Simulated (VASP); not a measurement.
Given:

```
CELL_PARAMETERS angstrom
      1.53581    -2.66010     0.00000
      1.53581     2.66010     0.00000
      0.00000     0.00000     3.47338
ATOMIC_POSITIONS crystal
  Mg 0.00000 0.00000 0.00000
  B  0.33333 0.66667 0.47841
  B  0.66667 0.33333 0.50000
```

Level of theory: PBEsol GGA, VASP's PBE PAW potentials (set 64) (plane waves; VASP 6.6.1). Numerical set-up: 600 eV cut-off, 10×10×8 Γ-centred mesh, first-order Methfessel-Paxton smearing of 0.10 eV, potentials Mg B.

Problem. Give the force on each atom (eV/Å).

Solution. 
| atom | Fx | Fy | Fz |
|---|---|---|---|
| Mg1 | 0.000 | 0.000 | -0.265 |
| B2 | 0.000 | 0.000 | 0.871 |
| B3 | 0.000 | 0.000 | -0.606 |

Problem. Give the stress tensor in GPa (positive for a compressed cell).

Solution. 
```
0.17  0.00  0.00
0.00  0.17  0.00
0.00  0.00  0.36
```
The pressure is its mean diagonal, 0.23 GPa.

The compound is MgB2 in the AlB2 type structure. This cell was strained or had an atom moved on purpose.
